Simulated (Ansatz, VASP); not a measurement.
# Re (Rhenium) in two plane-wave programs, part 2 of 2

Wanted: the spread between two codes on one cell, functional and k mesh. Of the first pair: The structure shown is the end of the Ansatz relaxation below.

VASP 6.6.1 and Ansatz 0.2.0.

So far. Step 3 (VASP: single point, PBEsol): The run ends at a pressure of -20.38 GPa.

## 5. Ansatz: zone-centre phonons, PBEsol

Level of this step: Ansatz beside VASP: Kohn-Sham DFT, plane waves, PBEsol (Ansatz).

Second derivatives magnify differences that forces hide, and they need a tight electronic threshold. The cell compared in this pair holds 26.19 Å³, against 30.85 Å³ for the pair before.

The cell is taken from a series of runs on this material, whose earlier steps may have relaxed, scaled, displaced or heated it; both programs get it as it stands.

Contents of input.yaml:

```yaml
crystal:
  lattice:
    - [2.655183903, 0.0, 0.0]
    - [-1.3275919515, 2.2994567117, 0.0]
    - [0.0, 0.0, 4.2901472858]
  atoms:
    - { symbol: Re, position: [0.3333333333, 0.6666666667, 0.25] }
    - { symbol: Re, position: [0.6666666667, 0.3333333333, 0.75] }
kpoints:
  mp_grid: { grid: [18, 18, 12] }
hamiltonian:
  xc: pbesol
  pseudopotentials: { kind: paw, azcp: { folder: soft_1 }, xc_functional: pbe }
scf:
  occupations: { method: methfessel_paxton, width: 0.2 }
output:
  eigenvalues: true
phonons:
  method: dfpt
```

Launch:

```bash
$ ansatz run input.yaml --threads 4 --pin off --max-ram 10240MiB --backend cpu --events-out ev --progress --plain --runs-dir out
```

Numbers of over 12 decimals in the logs are rounded to 6 here.

The log of the run:

```text
zone centre: on kpoints.mp_grid the ground state, and the responses unless they are solved on pairs of k-points, stand on 637 of the mesh's 3888 k-points, reduced under 4 symmetry operations, with k and −k counted as one. Each operation leaves every solved displacement unchanged or reverses it
[...]
Crystal: 2 atoms, lattice volume = 26.193 Å³
[...]
k mesh reduced under 4 symmetry operations, with k and −k counted as one. Each operation leaves every solved displacement unchanged or reverses it
  ASR residual: 3.498e-5 → 0.000e0 eV/Å²; symmetrization residual: 2.274e-13 eV/Å²
  ASR residual per site (eV/Å²): 3.50e-5 3.50e-5
  Γ frequencies (cm⁻¹): 0.00 0.00 0.00 142.37 142.37 179.67
  non-analytic LO–TO correction: not included (Born effective charges unavailable; polar crystals: no LO–TO splitting at Γ)
[key lines of the parts left out:]
SCF converged after 8 iterations
Free energy (F): -21476.324614 eV
Fermi energy:    27.273395 eV
```

## 6. VASP: zone-centre phonons, PBEsol

The same cell, functional, mesh and smearing now go to VASP, with its own data sets.

Contents of INCAR:

```
SYSTEM = Re
PREC = Accurate
ENCUT = 600
EDIFF = 1E-08
NELM = 120
ISMEAR = 1
SIGMA = 0.2
LREAL = .FALSE.
ALGO = Normal
GGA = PS
NBANDS = 13
LASPH = .TRUE.
LORBIT = 11
LWAVE = .FALSE.
LCHARG = .FALSE.
ISIF = 2
IBRION = 8
GGA_COMPAT = .FALSE.
KPAR = 2
```

Contents of POSCAR:

```
Re
1.0
    2.6551839030      0.0000000000      0.0000000000
   -1.3275919515      2.2994567117      0.0000000000
    0.0000000000      0.0000000000      4.2901472858
Re
2
Direct
    0.3333333333      0.6666666667      0.2500000000
    0.6666666667      0.3333333333      0.7500000000
```

Contents of KPOINTS:

```
Automatic mesh
0
Gamma
18 18 12
0 0 0
```

The projector-augmented-wave data sets are Re (PBE family, release 64).

Launch:

```bash
$ mpirun -np 2 vasp_std
```

The log of the run:

```text
[banner, memory and clock lines left out]
running    2 mpi-ranks, on    1 nodes
[...]
[... a notice as in an earlier step ...]

 LDA part: xc-table for (Slater+PW92), standard interpolation
 POSCAR, INCAR and KPOINTS ok, starting setup
[...]
entering main loop
       N       E                     dE             d eps       ncg     rms          rms(c)
DAV:   1     0.350490041648E+02    0.35049E+02   -0.75210E+03 12602   0.151E+03
DAV:   2    -0.245607655956E+02   -0.59610E+02   -0.50482E+02 11091   0.354E+02
DAV:   3    -0.275585223895E+02   -0.29978E+01   -0.27271E+01 11580   0.111E+02
DAV:   4    -0.276058919878E+02   -0.47370E-01   -0.46545E-01 10722   0.706E+00
[...]
DAV:  12    -0.262944195485E+02    0.17264E-06   -0.15140E-08  7702   0.363E-03    0.352E-04
DAV:  13    -0.262944195786E+02   -0.30158E-07   -0.57169E-09  6542   0.177E-03    0.471E-04
DAV:  14    -0.262944195750E+02    0.36775E-08   -0.28994E-09  5772   0.237E-03
   1 F= -.26294420E+02 E0= -.26294710E+02  d E =0.870078E-03
[...]
RMM:  10    -0.142951682096E+00    0.59655E-07   -0.34026E-08 70862   0.470E-04    0.220E-05
RMM:  11    -0.142951724200E+00   -0.42104E-07   -0.29362E-08 69472   0.411E-04    0.683E-06
RMM:  12    -0.142951718743E+00    0.54567E-08   -0.25905E-08 70515   0.404E-04    0.216E-06
 first order change of Fermi-energy  -0.16380E-04
 force on displaced ion       1 direction 1 :  -6.860   0.000   0.000
 Linear response progress:
  Degree of freedom:   2/  2
       N       E                     dE             d eps       ncg     rms          rms(c)
RMM:   1    -0.113685061149E+00   -0.11369E+00   -0.10147E+01 10266   0.203E+02
RMM:   2    -0.189705965470E+00   -0.76021E-01   -0.53372E-02 20665   0.363E+00    0.219E-01
RMM:   3    -0.191333551073E+00   -0.16276E-02   -0.68649E-03 21915   0.782E-01    0.123E-01
RMM:   4    -0.191362777286E+00   -0.29226E-04    0.10015E-03 24269   0.215E-01    0.598E-02
[...]
RMM:  14    -0.191829266642E+00   -0.14835E-06    0.13004E-06 24897   0.509E-04    0.867E-06
RMM:  15    -0.191829479561E+00   -0.21292E-06   -0.18242E-08 24163   0.456E-04    0.670E-06
RMM:  16    -0.191829474524E+00    0.50372E-08    0.45892E-08 22542   0.453E-04    0.131E-06
 first order change of Fermi-energy   0.68915E-04
 force on displaced ion       1 direction 3 :   0.000   0.000 -10.662
 Linear response finished
```

OUTCAR, selected parts (step 6):

```text
  Total        8.7595477      8.7595477      8.7412103     -0.0000000      0.0000000     -0.0000000
  in kB      535.7969263    535.7969263    534.6752764     -0.0000000      0.0000000     -0.0000000
  external PRESSURE =     535.4230430 kB  Pullay stress =       0.0000000 kB

 POSITION                                       TOTAL-FORCE (eV/Angst)
 -----------------------------------------------------------------------------------
     -0.00000      1.53297      1.07254         0.000000     -0.000000      0.000000
      1.32759      0.76649      3.21761        -0.000000      0.000000      0.000000
 -----------------------------------------------------------------------------------
    total drift:                               -0.000000      0.000000     -0.000000

[... 1 part as in an earlier step ...]

[... 1 further part left out ...]
```

## 7. Comparison

What differs besides the data sets and the points named for the pairs above, as far as they apply: the data sets hold 30 valence electrons in Ansatz (on its PAW soft_1 files) and 14 in VASP. Total energies have different zeros and are not compared.

The two programs side by side:

```tsv
quantity	Ansatz	VASP	difference
optical mode 1 to 2 (cm⁻¹)	142.4	141.6	+0.58 %
optical mode 3 (cm⁻¹)	179.7	176.5	+1.81 %
```

Modes are paired by rising frequency, not by their patterns, so a pair may set unlike modes beside each other; they are those without the splitting of longitudinal modes.

## 8. Results

```json
{
 "difference in pressure (single point, PBEsol)": "0.35 GPa",
 "r.m.s. difference of the optical zone-centre modes, each program's sorted by frequency (zone-centre phonons, PBEsol)": "2.0 cm⁻¹",
 "difference in optical mode 3 (zone-centre phonons, PBEsol)": "+1.8 %"
}
```

The difference in pressure is 0.35 GPa (single point, PBEsol), within the 1 GPa picked in this series as the mark of a large difference. The data sets hold unlike numbers of valence electrons (30 in Ansatz and 14 in VASP), so part of the differences comes from the potentials. Among the rows given in per cent, the largest difference of the zone-centre phonons, PBEsol pair is in optical mode 3, +1.8 %. Such differences can come from data sets, numerical settings and the points named under the comparisons, not from the functional's error against experiment.

[Lines on the potential files, build, host, timing and source positions are cut from VASP's logs without a mark.]

[Logs are printed without paths, hosts, clocks, repeated set-up lines and the standing remarks that a program may print on its own settings, such as how far it seeks lower states.]

[Hosts, paths, dates, database ids (printed as entryN), source tags and the programs' standing remarks are cut or masked in the printed files.]
